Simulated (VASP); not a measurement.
These are PBE GGA, VASP's PBE PAW potentials (set 64) (plane waves; VASP) values and carry that method's errors.

Input for VASP

**KPOINTS**
```
Automatic mesh
0
G
 9 9 9
```

**INCAR**
```
# general
SYSTEM =Bi
PREC   =Accurate
ENCUT  =400
LREAL  =.FALSE.
LASPH  =.TRUE.

# electronic loop
EDIFF  =1E-6
NELM   =100
ALGO   =Normal
LMAXMIX=4

# smearing
ISMEAR =1
SIGMA  =0.01

# functional
GGA    =PE

# ions
ISIF   =2

# output
LWAVE  =.FALSE.
LCHARG =.FALSE.
```

**POSCAR**
```
Bi
1
    4.1658200000    -2.2750000000     0.0000000000
    4.1658200000     2.2750000000     0.0000000000
    2.9234170000     0.0000000000     3.7394270000
Bi
2
Direct
  0.2340000000   0.2340000000   0.2340000000
  0.7660000000   0.7660000000   0.7660000000
```

POTCAR, in this order: Bi_d (PBE.64 set). Program: vasp_std.

Task: What will the output report for the number of irreducible k-points (NKPTS), number of bands (NBANDS), largest plane-wave count, number of space-group operations, FFT grid (NGX, NGY, NGZ)?

Result: 
```
Quantity                                       Value
--------------------------------------  ------------
number of irreducible k-points (NKPTS)            85
number of bands (NBANDS)                          19
largest plane-wave count                        1306
number of space-group operations                  12
FFT grid (NGX, NGY, NGZ)                32 × 32 × 32
```

The compound is Bi in the a7 structure. The cell was not relaxed at this level. The run is one of a series of settings (SIGMA = 0.01 against the base run), some of them coarse on purpose.
